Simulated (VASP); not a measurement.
Output of a VASP run:

OSZICAR:
```
       N       E                     dE             d eps       ncg     rms          rms(c)
DAV:   1     0.397688907620E+03    0.39769E+03   -0.20892E+04  5112   0.261E+03
DAV:   2     0.256357349999E+02   -0.37205E+03   -0.36654E+03  5448   0.583E+02
DAV:   3    -0.272094750892E+02   -0.52845E+02   -0.52454E+02  6080   0.194E+02
DAV:   4    -0.292042396687E+02   -0.19948E+01   -0.19931E+01  5672   0.418E+01
DAV:   5    -0.292643773333E+02   -0.60138E-01   -0.60131E-01  6768   0.728E+00    0.114E+01
DAV:   6    -0.258229253141E+02    0.34415E+01   -0.22886E+01  8576   0.524E+01    0.480E+00
DAV:   7    -0.257812685809E+02    0.41657E-01   -0.21365E+00  5880   0.983E+00    0.250E+00
DAV:   8    -0.257541593258E+02    0.27109E-01   -0.56080E-01  7752   0.552E+00    0.100E+00
DAV:   9    -0.257303935626E+02    0.23766E-01   -0.15562E-01  7848   0.403E+00    0.230E-01
DAV:  10    -0.257316540534E+02   -0.12605E-02   -0.16794E-02  7320   0.117E+00    0.181E-01
DAV:  11    -0.257309413181E+02    0.71274E-03   -0.43131E-03  7896   0.673E-01    0.222E-02
DAV:  12    -0.257309972242E+02   -0.55906E-04   -0.53662E-04  5376   0.144E-01    0.314E-02
DAV:  13    -0.257309881064E+02    0.91178E-05   -0.46360E-05  7896   0.862E-02    0.313E-03
DAV:  14    -0.257309879565E+02    0.14988E-06   -0.34912E-06  6168   0.182E-02    0.277E-03
DAV:  15    -0.257309865265E+02    0.14300E-05   -0.69020E-07  6504   0.655E-03    0.932E-04
DAV:  16    -0.257309863648E+02    0.16179E-06   -0.71232E-08  3088   0.248E-03    0.536E-04
DAV:  17    -0.257309861798E+02    0.18495E-06   -0.53465E-08  2976   0.180E-03    0.131E-04
DAV:  18    -0.257309862026E+02   -0.22815E-07   -0.18992E-08  2760   0.141E-03
   1 F= -.25730986E+02 E0= -.25730986E+02  d E =0.000000E+00
```

**OUTCAR**
```
------------------------ aborting loop because EDIFF is reached ----------------------------------------
  FORCE on cell =-STRESS in cart. coord.  units (eV):
  Direction    XX          YY          ZZ          XY          YZ          ZX
  --------------------------------------------------------------------------------------
  Total        0.0908345      0.0908345      0.0128927      0.0000000      0.0000000      0.0000000
  in kB        2.2139237      2.2139237      0.3142345      0.0000000      0.0000000      0.0000000
  external PRESSURE =       1.5806940 kB  Pullay stress =       0.0000000 kB
  volume of cell :       65.74
      direct lattice vectors                 reciprocal lattice vectors
     3.766127889  0.000000000  0.000000000     0.265524706  0.000000000  0.000000000
     0.000000000  3.766127889  0.000000000     0.000000000  0.265524706  0.000000000
     0.000000000  0.000000000  4.634563623     0.000000000  0.000000000  0.215770045
 POSITION                                       TOTAL-FORCE (eV/Angst)
 -----------------------------------------------------------------------------------
      1.88306      0.00000      3.48436        -0.000000     -0.000000      0.031069
      0.00000      1.88306      1.15021        -0.000000      0.000000     -0.031069
      1.88306      1.88306      0.00000         0.000000     -0.000000     -0.000000
      0.00000      0.00000      0.00000        -0.000000      0.000000     -0.000000
 -----------------------------------------------------------------------------------
    total drift:                                0.000000      0.000000      0.000000
  FREE ENERGIE OF THE ION-ELECTRON SYSTEM (eV)
  ---------------------------------------------------
  free  energy   TOTEN  =       -25.7309862026 eV

  energy  without entropy=      -25.7309862026  energy(sigma->0) =      -25.73098620

 total charge

# of ion       s       p       d       tot
------------------------------------------
    1        1.254   0.842  10.092  12.188
    2        1.254   0.842  10.092  12.188
    3        1.566   3.431   0.000   4.997
    4        1.566   3.431   0.000   4.997
--------------------------------------------------
tot          5.641   8.546  20.183  34.370
```
(Selected blocks of OUTCAR.)

**POSCAR**
```
SnO
1
    3.7661278890     0.0000000000     0.0000000000
    0.0000000000     3.7661278890     0.0000000000
    0.0000000000     0.0000000000     4.6345636234
Sn O
2 2
Direct
  0.5000000000   0.0000000000   0.7518196191
  0.0000000000   0.5000000000   0.2481803809
  0.5000000000   0.5000000000   0.0000000000
  0.0000000000   0.0000000000   0.0000000000
```

Q: Reconstruct the remaining input files.

A: Several could match; the one computed here: the input of the run itself, LDA (Ceperley-Alder, Perdew-Zunger), plane waves, VASP's LDA PAW potentials (set 64).

**INCAR**
```
LORBIT = 11   # lm-projected
SYSTEM = SnO
LWAVE = F
ISIF = 2   # forces and stress, cell fixed
LMAXMIX = 4   # l cut-off of mixed one-centre charges
EDIFF = 1E-7
LASPH = T   # aspherical one-centre terms
ISMEAR = -5   # tetrahedra, Bloechl
ALGO = Normal
NEDOS = 601   # DOS grid
PREC = Accurate
LREAL = F   # projection in real space or not
NELM = 100   # most electronic steps
LCHARG = T
ENCUT = 520   # plane-wave cut-off (eV)
```

### KPOINTS
```
Automatic mesh
0
Gamma
11 11 9
0 0 0
```

POTCAR, in this order: Sn_d O (LDA.64 set). Program: vasp_std.

For a metal the tetrahedron method with Blöchl corrections gives inexact stress and forces.

The compound is SnO in the litharge structure. It was relaxed first, which changed the volume by -6 %.
